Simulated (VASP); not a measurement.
## How biaxial strain in the (001) plane changes Si

How do the elastic response and the band edges of Si follow biaxial strain in the (001) plane?

Program: VASP 6.6.1. Level of theory: LDA; plane waves and PAW (Si), in the first sound run; inputs show where later runs differ. Results are calculated unless marked as measured.

**1. Starting point**

It takes space group Fd-3m (No. 227, cubic). The conventional cell has a = 5.431 Å, b = 5.431 Å, c = 5.431 Å, α = 90.00°, β = 90.00°, γ = 90.00°. Si has 4 Si at 2.35 Å nearest.

Structure file:

```xyz
2
Lattice="0.0000 2.7155 2.7155 2.7155 0.0000 2.7155 2.7155 2.7155 0.0000" Properties=species:S:1:pos:R:3 pbc="T T T"
Si    0.0000    0.0000    0.0000
Si    1.3578    1.3578    1.3578
```

**2. Relax the crystal, LDA**

The series starts from the cell that this level prefers, so that zero strain is near zero stress.

This step took 2 runs in a row; the last is shown.

Level: LDA; plane waves and PAW (Si).

The input, INCAR:

```
SYSTEM = Si
PREC = Accurate
ENCUT = 450
EDIFF = 1E-07
NELM = 120
ISMEAR = 0
SIGMA = 0.02
LREAL = .FALSE.
ALGO = Normal
GGA = CA
NBANDS = 10
LORBIT = 11
LWAVE = .FALSE.
LCHARG = .FALSE.
KPAR = 8
IBRION = 2
NSW = 40
ISIF = 3
EDIFFG = -0.005
POTIM = 0.4
```

The input, POSCAR:

```
Si
1.0
    0.0000000000      2.7014008244      2.7014008244
    2.7014008244      0.0000000000      2.7014008244
    2.7014008244      2.7014008244      0.0000000000
Si
2
Direct
    0.0000000000      0.0000000000      0.0000000000
    0.2500000000      0.2500000000      0.2500000000
```

The input, KPOINTS:

```
Automatic mesh
0
Gamma
10 10 10
0 0 0
```

Potentials, in the order of the species: Si (LDA family, release 64).

The run is started by

```sh
mpirun -np 8 vasp_std
```

The program printed:

```text
[banner, memory and clock lines left out]
running    8 mpi-ranks, on    1 nodes
[...]
|                                                                             |
|           W    W    AA    RRRRR   N    N  II  N    N   GGGG   !!!           |
|           W    W   A  A   R    R  NN   N  II  NN   N  G    G  !!!           |
|           W    W  A    A  R    R  N N  N  II  N N  N  G       !!!           |
|           W WW W  AAAAAA  RRRRR   N  N N  II  N  N N  G  GGG   !            |
|           WW  WW  A    A  R   R   N   NN  II  N   NN  G    G                |
|           W    W  A    A  R    R  N    N  II  N    N   GGGG   !!!           |
|                                                                             |
|     For optimal performance we recommend to set                             |
|       NCORE = 2 up to number-of-cores-per-socket                            |
|     NCORE specifies how many cores store one orbital (NPAR=cpu/NCORE).      |
|     This setting can greatly improve the performance of VASP for DFT.       |
[...]
|     Unfortunately you need to use the default for GW and RPA                |
|     calculations (for HF NCORE is supported but not extensively tested      |
|     yet).                                                                   |
|                                                                             |

 LDA part: xc-table for (Slater(with rela. corr.)+CA(PZ))
 , standard interpolation
 POSCAR, INCAR and KPOINTS ok, starting setup
[...]
entering main loop
       N       E                     dE             d eps       ncg     rms          rms(c)
DAV:   1     0.406882481677E+01    0.40688E+01   -0.29265E+03   940   0.545E+02
DAV:   2    -0.117240577801E+02   -0.15793E+02   -0.15019E+02  1370   0.817E+01
DAV:   3    -0.121866801231E+02   -0.46262E+00   -0.46172E+00  1156   0.123E+01
DAV:   4    -0.121903766433E+02   -0.36965E-02   -0.36960E-02  1228   0.142E+00
[...]
DAV:   9    -0.119190083082E+02    0.25935E-04   -0.21563E-04  1186   0.847E-02    0.615E-02
DAV:  10    -0.119190135503E+02   -0.52421E-05   -0.13933E-05  1080   0.238E-02    0.306E-02
DAV:  11    -0.119190134771E+02    0.73155E-07   -0.75385E-07  1174   0.511E-03
   1 F= -.11919013E+02 E0= -.11919013E+02  d E =-.119190E+02
[...]
reached required accuracy - stopping structural energy minimisation
```

Wall time 2 s (8 MPI ranks of Intel Xeon 6975P-C (Granite Rapids), shared host); peak memory 1.1 GiB; 9 s of CPU time.

Lines that name or quote the potential files are left out of all logs, and their timing lines are given in words.

OUTCAR, selected parts (step 2):

```text
  Total        0.0006490      0.0006490      0.0006490      0.0000000      0.0000000      0.0000000
  in kB        0.0263725      0.0263725      0.0263725      0.0000000      0.0000000      0.0000000
  external PRESSURE =       0.0263725 kB  Pullay stress =       0.0000000 kB

 POSITION                                       TOTAL-FORCE (eV/Angst)
 -----------------------------------------------------------------------------------
      0.00000      0.00000      0.00000         0.000000      0.000000      0.000000
      1.35070      1.35070      1.35070        -0.000000     -0.000000     -0.000000
 -----------------------------------------------------------------------------------
    total drift:                                0.000000      0.000000     -0.000000

  FREE ENERGIE OF THE ION-ELECTRON SYSTEM (eV)
  ---------------------------------------------------
  free  energy   TOTEN  =       -11.9190134771 eV

  energy  without entropy=      -11.9190134771  energy(sigma->0) =      -11.91901348

 reached required accuracy - stopping structural energy minimisation

[... 3 further parts left out ...]
[key lines of the parts left out:]
E-fermi :   6.0354
```

Read from the output:

```
energy(sigma→0) of the program : -11.9190 eV
stress, compression positive   : xx, yy, zz 0.00, 0.00, 0.00 GPa
volume                         : 39.427 Å³
ionic steps                    : 1
```

**3. Strain along the normal, LDA**

One member in full: the plane is strained by -0.5 %, and the strain along the normal is moved by secant steps until the normal stress is under 0.012 GPa or five steps are spent; the atoms relax at each step.

This step took 2 runs, each at a new trial strain with the atoms of the one before; the last is shown.

Level: LDA; plane waves and PAW (Si).

Edit INCAR of step 2 so:

```diff
@@ -14,7 +14,7 @@
 LCHARG = .FALSE.
-KPAR = 8
-IBRION = 2
-NSW = 40
-ISIF = 3
-EDIFFG = -0.005
-POTIM = 0.4
+KPAR = 2
+IBRION = 1
+NSW = 25
+ISIF = 2
+EDIFFG = -0.004
+POTIM = 0.3
```

The input, POSCAR:

```
Si
1.0
    0.0000000000      2.6878938200      2.7122394790
    2.6878938200      0.0000000000      2.7122394790
    2.6878938200      2.6878938200      0.0000000000
Si
2
Direct
    0.0000000000      0.0000000000      0.0000000000
    0.2500000000      0.2500000000      0.2500000000
```

KPOINTS is that of step 2.

The run is started by

```sh
mpirun -np 2 vasp_std
```

The program printed:

```text
[banner, memory and clock lines left out]
running    2 mpi-ranks, on    1 nodes
[...]
LDA part: xc-table for (Slater(with rela. corr.)+CA(PZ))
 , standard interpolation
 POSCAR, INCAR and KPOINTS ok, starting setup
[...]
entering main loop
       N       E                     dE             d eps       ncg     rms          rms(c)
DAV:   1     0.417941980967E+01    0.41794E+01   -0.29473E+03  2040   0.548E+02
DAV:   2    -0.117390534130E+02   -0.15918E+02   -0.14981E+02  2832   0.797E+01
DAV:   3    -0.121902813783E+02   -0.45123E+00   -0.45054E+00  2680   0.122E+01
DAV:   4    -0.121934003097E+02   -0.31189E-02   -0.31184E-02  2476   0.120E+00
[...]
DAV:   9    -0.119179036919E+02    0.25477E-04   -0.21836E-04  2572   0.851E-02    0.617E-02
DAV:  10    -0.119179085341E+02   -0.48422E-05   -0.14354E-05  2342   0.240E-02    0.303E-02
DAV:  11    -0.119179084671E+02    0.66905E-07   -0.73092E-07  2454   0.508E-03
   1 F= -.11917908E+02 E0= -.11917908E+02  d E =-.119179E+02
 BRION: g(F)=  0.642E-49 g(S)=  0.000E+00
 reached required accuracy - stopping structural energy minimisation
```

Elapsed: 7.6 s, on 2 MPI ranks; peak memory 0.27 GiB.

Parts of OUTCAR (step 3):

```text
  Total        0.2164931      0.2164931     -0.0000469      0.0000000     -0.0000000     -0.0000000
  in kB        8.8505951      8.8505951     -0.0019181      0.0000000     -0.0000000     -0.0000000
  external PRESSURE =       5.8997573 kB  Pullay stress =       0.0000000 kB

 POSITION                                       TOTAL-FORCE (eV/Angst)
 -----------------------------------------------------------------------------------
      0.00000      0.00000      0.00000        -0.000000     -0.000000     -0.000000
      1.34395      1.34395      1.35612         0.000000      0.000000      0.000000
 -----------------------------------------------------------------------------------
    total drift:                                0.000000      0.000000     -0.000000

  FREE ENERGIE OF THE ION-ELECTRON SYSTEM (eV)
  ---------------------------------------------------
  free  energy   TOTEN  =       -11.9179084671 eV

  energy  without entropy=      -11.9179084671  energy(sigma->0) =      -11.91790847

[... 1 part as in an earlier step ...]

[... 3 further parts left out ...]
[key lines of the parts left out:]
E-fermi :   6.1384
```

Read from the output:

```
energy(sigma→0) of the program : -11.9179 eV
stress, compression positive   : xx, yy, zz 0.89, 0.89, 0.00 GPa
ionic steps                    : 1
```

**4. Band edges, TB-mBJ with spin-orbit coupling**

Short lines in KPOINTS_OPT sample the zone centre along and across the normal of the plane, for masses, and the other valleys.

Level: TB-mBJ, spin-orbit coupling; plane waves and PAW (Si).

TB-mBJ has no energy functional, so the total energy, stress and pressure in this output mean nothing.

The input, INCAR:

```
SYSTEM = Si
PREC = Accurate
ENCUT = 450
EDIFF = 1E-06
NELM = 150
ISMEAR = 0
SIGMA = 0.02
LREAL = .FALSE.
ALGO = Normal
METAGGA = MBJ
LASPH = .TRUE.
LNONCOLLINEAR = .TRUE.
MAGMOM = 0 0 0 0 0 0
NBANDS = 18
GGA_COMPAT = .FALSE.
LSORBIT = .TRUE.
LWAVE = .FALSE.
LCHARG = .FALSE.
KPAR = 2
```

POSCAR is that of step 3.

The input, KPOINTS:

```
Automatic mesh
0
Gamma
8 8 8
0 0 0
```

The input, KPOINTS_OPT:

```
Line mode
6
Line-mode
Reciprocal
  0.00000000   0.00000000   0.00000000
  0.02158332   0.02158332   0.00000000

  0.00000000   0.00000000   0.00000000
  0.00000000  -0.02138958  -0.02138958

  0.31000000   0.31000000   0.00000000
  0.50000000   0.50000000   0.00000000

  0.00000000   0.31000000   0.31000000
  0.00000000   0.50000000   0.50000000

  0.45000000   0.45000000   0.45000000
  0.50000000   0.50000000   0.50000000

  0.45000000   0.00000000   0.00000000
  0.50000000   0.00000000   0.00000000

  0.42500000   0.42500000   0.00000000
  0.42500000   0.44638958   0.02138958

  0.50000000   0.50000000   0.50000000
  0.48487528   0.51512472   0.50000000
```

The run is started by

```sh
mpirun -np 2 vasp_ncl
```

The program printed:

```text
[banner, memory and clock lines left out]
running    2 mpi-ranks, on    1 nodes
[...]
|                                                                             |
|               ----> ADVICE to this user running VASP <----                  |
|                                                                             |
|     You enforced a specific xc type in the INCAR file but a different       |
|     [... a line on the potential file left out ...]
|     I HOPE YOU KNOW WHAT YOU ARE DOING!                                     |
|                                                                             |

 LDA part: xc-table for (None), standard interpolation
 POSCAR, INCAR and KPOINTS ok, starting setup
[...]
entering main loop
       N       E                     dE             d eps       ncg     rms          rms(c)
DAV:   1     0.375183408184E+01    0.37518E+01   -0.26697E+03  2124   0.636E+02
DAV:   2    -0.158844264035E+02   -0.19636E+02   -0.17971E+02  2880   0.106E+02
DAV:   3    -0.166889210336E+02   -0.80449E+00   -0.79642E+00  2660   0.183E+01
DAV:   4    -0.166946115399E+02   -0.56905E-02   -0.56879E-02  2670   0.201E+00
[...]
DAV:  26    -0.141313941465E+02    0.14862E-05   -0.38904E-12  1190   0.191E-05    0.483E-06
DAV:  27    -0.141313925560E+02    0.15905E-05   -0.21862E-12  1192   0.119E-05    0.160E-06
DAV:  28    -0.141313922683E+02    0.28761E-06    0.14478E-13  1190   0.573E-06
   1 F= -.14131392E+02 E0= -.14131392E+02  d E =-.189630E-14  mag=    -0.0000     0.0000    -0.0000
 Start KPOINTS_OPT (optional k-point list driver)
k-point batch [1-48\48]
       N       E                     dE             ncg
DAV:   1     0.164901705160E+04   -0.66680E+04     1728
DAV:   2     0.593159580862E+03   -0.10559E+04     2288
DAV:   3     0.550506419274E+03   -0.42653E+02     2242
DAV:   4     0.550169841463E+03   -0.33658E+00     2152
DAV:   5     0.550166132740E+03   -0.37087E-02     2206
DAV:   6     0.550166067947E+03   -0.64793E-04     2174
DAV:   7     0.550166066493E+03   -0.14537E-05     1918
DAV:   8     0.550166066431E+03   -0.62031E-07     1416
```

Wall time 83 s (2 MPI ranks); peak memory 0.59 GiB; 2.6 min of CPU time.

From OUTCAR (step 4):

```text
  LATTYP: Found a body centered tetragonal cell.
 ALAT       =     3.8012558945
 C/A-ratio  =     1.4270228337

 Subroutine GETGRP returns: Found 16 space group operations
 (whereof  8 operations were pure point group operations)

The static configuration has the point symmetry D_2d.
 The point group associated with its full space group is D_4h.

 Found     59 irreducible k-points:

   k-points           NKPTS =     59   k-points in BZ     NKDIM =     59   number of bands    NBANDS=     18

   dimension x,y,z NGX =    28 NGY =   28 NGZ =   28
   dimension x,y,z NGXF=    56 NGYF=   56 NGZF=   56

   ENCUT  =  450.0 eV  33.07 Ry    5.75 a.u.   6.60  6.60  6.57*2*pi/ulx,y,z

   NELECT =       8.0000    total number of electrons

 E-fermi :   5.8117

 k-point     1 :       0.0000    0.0000    0.0000
  band No.  band energies     occupation
    ...
      4       5.6203      1.00000
      5       5.6918      1.00000
      6       5.6918      1.00000
      7       5.7155      1.00000
      8       5.7155      1.00000
      9       8.8675      0.00000
     10       8.8675      0.00000
     11       8.8960      0.00000
     12       8.8960      0.00000
     13       8.9227      0.00000
    ...

 k-point     2 :       0.1250    0.0000    0.0000
  band No.  band energies     occupation
    ...
      4       4.2122      1.00000
      5       5.3845      1.00000
      6       5.3845      1.00000
      7       5.4479      1.00000
      8       5.4479      1.00000
      9       8.8895      0.00000
     10       8.8895      0.00000
     11       9.2915      0.00000
     12       9.2915      0.00000
     13       9.3214      0.00000
    ...

  Total       24.5682498     24.5682498     24.2181217      0.0000000      0.0000000     -0.0000000
  in kB     1004.3904043   1004.3904043    990.0765936      0.0000000      0.0000000     -0.0000000
  external PRESSURE =     999.6191340 kB  Pullay stress =       0.0000000 kB

 POSITION                                       TOTAL-FORCE (eV/Angst)
 -----------------------------------------------------------------------------------
      0.00000      0.00000      0.00000         0.000000      0.000000      0.000000
      1.34395      1.34395      1.35612        -0.000000     -0.000000     -0.000000
 -----------------------------------------------------------------------------------
    total drift:                                0.000000     -0.000000     -0.000000

  FREE ENERGIE OF THE ION-ELECTRON SYSTEM (eV)
  ---------------------------------------------------
  free  energy   TOTEN  =       -14.1313922683 eV

  energy  without entropy=      -14.1313922683  energy(sigma->0) =      -14.13139227

 Spin-Orbit-Coupling matrix elements
 Ion:    1  E_soc:     -0.0003254
 Ion:    2  E_soc:     -0.0003254

[... 1 part as in an earlier step ...]

[... 7 further parts left out ...]
```

**5. Band edges, r2SCAN with spin-orbit coupling**

Short lines in KPOINTS_OPT sample the zone centre along and across the normal of the plane, for masses, and the other valleys.

Level: r2SCAN, spin-orbit coupling; plane waves and PAW (Si).

Edit INCAR of step 4 so:

```diff
@@ -4,3 +4,3 @@
 EDIFF = 1E-06
-NELM = 150
+NELM = 100
 ISMEAR = 0
@@ -9,3 +9,3 @@
 ALGO = Normal
-METAGGA = MBJ
+METAGGA = R2SCAN
 LASPH = .TRUE.
```

POSCAR is that of step 4.

KPOINTS is that of step 4.

KPOINTS_OPT is that of step 4.

The run is started by

```sh
mpirun -np 2 vasp_ncl
```

The program printed:

```text
[banner, memory and clock lines left out]
running    2 mpi-ranks, on    1 nodes
[...]
[... a notice as in an earlier step ...]

 LDA part: xc-table for (None), standard interpolation
 POSCAR, INCAR and KPOINTS ok, starting setup
[...]
entering main loop
       N       E                     dE             d eps       ncg     rms          rms(c)
DAV:   1    -0.595247674677E+02   -0.59525E+02   -0.27575E+03  2124   0.653E+02
DAV:   2    -0.799993323222E+02   -0.20475E+02   -0.18768E+02  2914   0.110E+02
DAV:   3    -0.808374391860E+02   -0.83811E+00   -0.82987E+00  2730   0.190E+01
DAV:   4    -0.808462214158E+02   -0.87822E-02   -0.87771E-02  2712   0.255E+00
[...]
DAV:  11    -0.797067893133E+02   -0.12356E-04   -0.28999E-06  2392   0.169E-02    0.116E-02
DAV:  12    -0.797067912173E+02   -0.19040E-05   -0.63244E-07  1858   0.696E-03    0.203E-03
DAV:  13    -0.797067912925E+02   -0.75263E-07   -0.54479E-08  1362   0.183E-03
   1 F= -.79706791E+02 E0= -.79706791E+02  d E =-.100854E-12  mag=    -0.0000     0.0000     0.0000
 Start KPOINTS_OPT (optional k-point list driver)
k-point batch [1-48\48]
       N       E                     dE             ncg
DAV:   1     0.166794139783E+04   -0.66491E+04     1728
DAV:   2     0.614049610082E+03   -0.10539E+04     2264
DAV:   3     0.571467253902E+03   -0.42582E+02     2282
DAV:   4     0.570974570382E+03   -0.49268E+00     2262
DAV:   5     0.570965927962E+03   -0.86424E-02     2186
DAV:   6     0.570965701841E+03   -0.22612E-03     2286
DAV:   7     0.570965694126E+03   -0.77141E-05     1930
DAV:   8     0.570965693739E+03   -0.38707E-06     1568
```

Elapsed: 2.5 min, on 2 MPI ranks; peak memory 0.56 GiB; 4.9 min of CPU time.

[end of part 1 of 2]

[Lines on the potential files, build, host, timing and source positions are cut from VASP's logs without a mark.]

[Logs are printed without paths, hosts, clocks, repeated set-up lines and the standing remarks that a program may print on its own settings, such as how far it seeks lower states.]

[Hosts, paths, dates, database ids (printed as entryN), source tags and the programs' standing remarks are cut or masked in the printed files.]

[In band tables of VASP the shares of atoms and orbitals are scaled to a sum of 1 inside the atoms' spheres.]
